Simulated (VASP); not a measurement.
CuI (zinc blende):

```xyz
2
Lattice="0.0000 3.0250 3.0250 3.0250 0.0000 3.0250 3.0250 3.0250 0.0000" Properties=species:S:1:pos:R:3 pbc="T T T"
Cu     0.0000     0.0000     0.0000
I      1.5125     1.5125     1.5125
```

The lowest empty band near Γ, direction [100], from mBJ (TB09) with spin-orbit coupling in VASP (PAW); its two spin partners are averaged. The gap over the points computed is 2.10 eV, and the next band on that side lies 3.06 eV away at the edge.

Numerical set-up: 400 eV cut-off, 9×9×9 Γ-centred mesh, Gaussian smearing of 0.050 eV, potentials Cu I.

| distance from the edge in k (1/Å) | distance in energy (meV) |
|---|---|
| 0.018 | 5.1 |
| 0.025 | 9.7 |
| 0.035 | 19.0 |
| 0.050 | 38.4 |
| 0.070 | 74.4 |

Q: Fit E(1 + αE) = ħ²k²/2m* (ħ²/2m0 = 3.810 eV Å²) and predict the row at 0.095 1/Å.

A: Least squares on the energies gives the electron mass m* = 0.244 m0 and α = 0.36 per eV, and so 134.2 meV. The run gave 134.4 meV, +0.2 meV from the fit.

Left out are points under 3 meV from the edge, since the levels carry 0.1 meV, and points farther than half the way to the next band.

The compound is CuI in the zinc blende structure. The cell was not relaxed at this level.
